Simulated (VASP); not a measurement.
Given:

```xyz
1
Lattice="0.0000 2.6143 2.6143 2.6143 0.0000 2.6143 2.6143 2.6143 0.0000" Properties=species:S:1:pos:R:3 pbc="T T T"
Pb     0.0000     0.0000     0.0000
```

Level of theory: vdW-DF2, VASP's PBE PAW potentials (set 64) (plane waves; VASP). Settings: 520 eV cut-off, 11×11×11 Γ-centred mesh, first-order Methfessel-Paxton smearing of 0.10 eV, potentials Pb_d.

Unless said otherwise, spin-orbit coupling is left out, though it shifts the bands of the heavy elements here.

Problem. What does the run give for the energy per atom (σ→0), band gap (on the k-mesh) with the smallest direct gap where there is one?

Solution. 
```
Quantity                                                    Result
------------------------  ----------------------------------------
band gap (on the k-mesh)  none (metal, semimetal or under 0.01 eV)
energy per atom (σ→0)                               -0.146 eV/atom
```

Total energies compare only between runs with the same potentials, cut-off and functional.

The compound is Pb in the fcc structure. It was relaxed first, which changed the volume by +18 %. The start is the result of an earlier pass.
